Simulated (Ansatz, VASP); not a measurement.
# One calculation of Y2HfF, two programs

```xyz
4
Lattice="-2.3650 2.3650 4.4103 2.3650 -2.3650 4.4103 2.3650 2.3650 -4.4103" Properties=species:S:1:pos:R:3 pbc="T T T"
Y     0.0000    2.3650    2.2052
Y     2.3650    0.0000    2.2052
Hf    0.0000    0.0000    0.0000
F     0.0000    0.0000    4.4103
```

Alike in both runs: functional PBE; k mesh 6 × 6 × 6; occupations gaussian, width 0.1 eV; no spin polarisation.

Ansatz relaxed the structure, and its values are those at the end. VASP's run is a single point on that final structure, the one shown.

```csv
,VASP,Ansatz
version,VASP 6.6.1,Ansatz 0.2.0
potentials or method,"VASP PAW PBE potentials, release 64 (Y_sv, Hf_pv, F)","scalar-relativistic, plane waves, PAW"
plane-wave cutoff (eV),520,420
valence electrons in the cell,39,55
```

Ansatz gave:

| Property | Result |
| --- | --- |
| gap on the k mesh at the Fermi level (eV) | none |
| pressure (GPa) | 0.2 |

Task: Estimate VASP's values.

Result: gap on the k mesh at the Fermi level (eV): none; pressure (GPa): 0.0.

A gap of «none» marks a metal or a gap that the smearing closes. The functional is the same, so the differences come from potentials, cutoffs and numerics. The two sets of potentials don't hold the same shells in valence.

Caveats: an odd number of electrons without spin polarisation forces a metal; a magnetic or distorted state may lie lower. The runs have no spin-orbit coupling, so splittings on Hf are missing.
